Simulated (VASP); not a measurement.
Output of a VASP run:

**OUTCAR**
```
 ion  position               nearest neighbor table
   1  0.000  0.000  0.000-   2 2.07   2 2.07   2 2.07   2 2.07
   2  0.250  0.250  0.250-   1 2.07   1 2.07   1 2.07   1 2.07
  LATTYP: Found a face centered cubic cell.
 ALAT       =     4.7800000000
 Subroutine PRICEL returns:
 Original cell was already a primitive cell.
 Subroutine GETGRP returns: Found 24 space group operations
The static configuration has the point symmetry T_d .
The dynamic configuration has the point symmetry T_d .
 Subroutine INISYM returns: Found 24 space group operations
 Subroutine IBZKPT returns following result:
 Found     35 irreducible k-points:

 Following reciprocal coordinates:
            Coordinates               Weight
  0.000000  0.000000  0.000000      1.000000
  0.111111  0.000000  0.000000      8.000000
  0.222222  0.000000  0.000000      8.000000
  0.333333  0.000000  0.000000      8.000000
  0.444444  0.000000  0.000000      8.000000
  0.111111  0.111111  0.000000      6.000000
  0.222222  0.111111  0.000000     24.000000
  0.333333  0.111111  0.000000     24.000000
  0.444444  0.111111  0.000000     24.000000
 -0.444444  0.111111  0.000000     24.000000
 -0.333333  0.111111  0.000000     24.000000
 -0.222222  0.111111  0.000000     24.000000
 -0.111111  0.111111  0.000000     12.000000
  0.222222  0.222222  0.000000      6.000000
  0.333333  0.222222  0.000000     24.000000
  0.444444  0.222222  0.000000     24.000000
 -0.444444  0.222222  0.000000     24.000000
 -0.333333  0.222222  0.000000     24.000000
 -0.222222  0.222222  0.000000     12.000000
  0.333333  0.333333  0.000000      6.000000
  0.444444  0.333333  0.000000     24.000000
 -0.444444  0.333333  0.000000     24.000000
 -0.333333  0.333333  0.000000     12.000000
  0.444444  0.444444  0.000000      6.000000
 -0.444444  0.444444  0.000000     12.000000
  0.333333  0.222222  0.111111     24.000000
  0.444444  0.222222  0.111111     48.000000
 -0.444444  0.222222  0.111111     48.000000
  0.444444  0.333333  0.111111     24.000000
 -0.444444  0.333333  0.111111     48.000000
 -0.333333  0.333333  0.111111     48.000000
 -0.222222  0.333333  0.111111     24.000000
 -0.444444  0.444444  0.111111     24.000000
 -0.333333  0.444444  0.111111     24.000000
 -0.333333  0.444444  0.222222     24.000000
   k-points           NKPTS =     35   k-points in BZ     NKDIM =     35   number of bands    NBANDS=      8
   number of dos      NEDOS =    301   number of ions     NIONS =      2
   total plane-waves  NPLWV =  21952
   dimension x,y,z NGX =    28 NGY =   28 NGZ =   28
   dimension x,y,z NGXF=    56 NGYF=   56 NGZF=   56
   ions per type =               1   1
   PREC   = accura    normal or accurate (medium, high low for compatibility)
   ISTART =      0    job   : 0-new  1-cont  2-samecut
   ICHARG =      2    charge: 1-file 2-atom 10-const
   ISPIN  =      1    spin polarized calculation?
   LNONCOLLINEAR =      F non collinear calculations
   LSORBIT =      F    spin-orbit coupling
   INIWAV =      1    electr: 0-lowe 1-rand  2-diag
   ENCUT  =  520.0 eV  38.22 Ry    6.18 a.u.   6.28  6.28  6.28*2*pi/ulx,y,z
   NELM   =    100;   NELMIN=  2; NELMDL= -5     # of ELM steps
   EDIFF  = 0.1E-05   stopping-criterion for ELM
   LREAL  =      F    real-space projection
   NLSPLINE    = F    spline interpolate recip. space projectors
   LMAXMIX     =    4 max onsite mixed and CHGCAR
   VOSKOWN=      0    Vosko Wilk Nusair interpolation
   EDIFFG = 0.1E-04   stopping-criterion for IOM
   NSW    =      0    number of steps for IOM
   NBLOCK =      1;   KBLOCK =      1    inner block; outer block
   IBRION =     -1    ionic relax: 0-MD 1-quasi-New 2-CG
   NFREE  =      0    steps in history (QN), initial steepest desc. (CG)
   ISIF   =      2    stress and relaxation
   ISYM   =      2    0-nonsym 1-usesym 2-fastsym
   TEIN   =    0.0    initial temperature
   TEBEG  =    0.0;   TEEND  =   0.0 temperature during run
...
```

**OSZICAR**
```
       N       E                     dE             d eps       ncg     rms           ort
DAV:   1     0.377901270114E+02    0.37790E+02   -0.37534E+03   280   0.937E+02
DAV:   2    -0.313052140942E+01   -0.40921E+02   -0.40023E+02   280   0.179E+02
DAV:   3    -0.101899860280E+02   -0.70595E+01   -0.67835E+01   280   0.713E+01
DAV:   4    -0.116452623016E+02   -0.14553E+01   -0.14553E+01   280   0.334E+01
DAV:   5    -0.119454131394E+02   -0.30015E+00   -0.30015E+00   280   0.131E+01
SDA:   6    -0.105768466763E+02    0.13686E+01   -0.91202E+00   280   0.228E+01   0.000E+00
DMP:   7    -0.112122277500E+02   -0.63538E+00   -0.29913E+00   280   0.400E+00   0.912E+00
DMP:   8    -0.113606246520E+02   -0.14840E+00   -0.27396E-01   280   0.699E-01  -0.382E-02
DMP:   9    -0.113677477734E+02   -0.71231E-02   -0.30093E-01   280   0.890E-01  -0.361E-01
DMP:  10    -0.113899922306E+02   -0.22244E-01   -0.19412E-01   280   0.353E-01   0.347E-01
DMP:  11    -0.114021056933E+02   -0.12113E-01   -0.43824E-02   280   0.662E-02   0.114E-01
DMP:  12    -0.114043346476E+02   -0.22290E-02   -0.16570E-02   280   0.418E-02  -0.877E-04
DMP:  13    -0.114055437498E+02   -0.12091E-02   -0.12335E-02   280   0.240E-02   0.179E-02
DMP:  14    -0.114064150599E+02   -0.87131E-03   -0.42955E-03   280   0.612E-03   0.121E-02
DMP:  15    -0.114066807451E+02   -0.26569E-03   -0.11561E-03   280   0.207E-03   0.214E-03
DMP:  16    -0.114067627118E+02   -0.81967E-04   -0.71416E-04   280   0.141E-03   0.978E-04
DMP:  17    -0.114068193480E+02   -0.56636E-04   -0.36325E-04   280   0.552E-04   0.932E-04
DMP:  18    -0.114068460560E+02   -0.26708E-04   -0.12337E-04   280   0.164E-04   0.378E-04
DMP:  19    -0.114068553462E+02   -0.92901E-05   -0.56698E-05   280   0.897E-05   0.136E-04
DMP:  20    -0.114068601469E+02   -0.48007E-05   -0.32701E-05   280   0.475E-05   0.896E-05
DMP:  21    -0.114068628533E+02   -0.27064E-05   -0.14280E-05   280   0.170E-05   0.490E-05
DMP:  22    -0.114068640096E+02   -0.11563E-05   -0.56705E-06   280   0.666E-06   0.197E-05
DMP:  23    -0.114068644911E+02   -0.48150E-06   -0.27964E-06   280   0.361E-06   0.886E-06
   1 F= -.11406864E+02 E0= -.11406864E+02  d E =-.224296E-15
```

**OUTCAR**
```
------------------------ aborting loop because EDIFF is reached ----------------------------------------
  FORCE on cell =-STRESS in cart. coord.  units (eV):
  Direction    XX          YY          ZZ          XY          YZ          ZX
  --------------------------------------------------------------------------------------
  Total        0.5376524      0.5376524      0.5376524     -0.0000000      0.0000000      0.0000000
  in kB       31.5492117     31.5492117     31.5492117     -0.0000000      0.0000000      0.0000000
  external PRESSURE =      31.5492117 kB  Pullay stress =       0.0000000 kB
  volume of cell :       27.30
      direct lattice vectors                 reciprocal lattice vectors
     0.000000000  2.390000000  2.390000000    -0.209205021  0.209205021  0.209205021
     2.390000000  0.000000000  2.390000000     0.209205021 -0.209205021  0.209205021
     2.390000000  2.390000000  0.000000000     0.209205021  0.209205021 -0.209205021
  FREE ENERGIE OF THE ION-ELECTRON SYSTEM (eV)
  ---------------------------------------------------
  free  energy   TOTEN  =       -11.4068644911 eV

  energy  without entropy=      -11.4068644911  energy(sigma->0) =      -11.40686449
```
(Selected blocks of OUTCAR.)

**POSCAR**
```
BAs
1
    0.0000000000     2.3900000000     2.3900000000
    2.3900000000     0.0000000000     2.3900000000
    2.3900000000     2.3900000000     0.0000000000
B As
1 1
Direct
  0.0000000000   0.0000000000   0.0000000000
  0.2500000000   0.2500000000   0.2500000000
```

Task: Reconstruct the remaining input files.

Result: This is not unique; one that fits is the input of the run itself, PBE GGA, plane waves, VASP's PBE PAW potentials (set 64).

### INCAR
```
SYSTEM = BAs
PREC = Accurate
ENCUT = 520
EDIFF = 1E-6
NELM = 100
ALGO = Damped
LREAL = .FALSE.
LASPH = .TRUE.
ISMEAR = 0
SIGMA = 0.05
GGA = PE
LMAXMIX = 4
LWAVE = .FALSE.
LCHARG = .FALSE.
ISIF = 2
```

**KPOINTS**
```
Automatic mesh
0
Gamma
9 9 9
0 0 0
```

POTCAR, in this order: B As (PBE.64 set). Program: vasp_std.

The compound is BAs in the zinc blende structure. The cell was not relaxed at this level. The run is one of a series of settings (ALGO = Damped against the base run), some of them coarse on purpose.
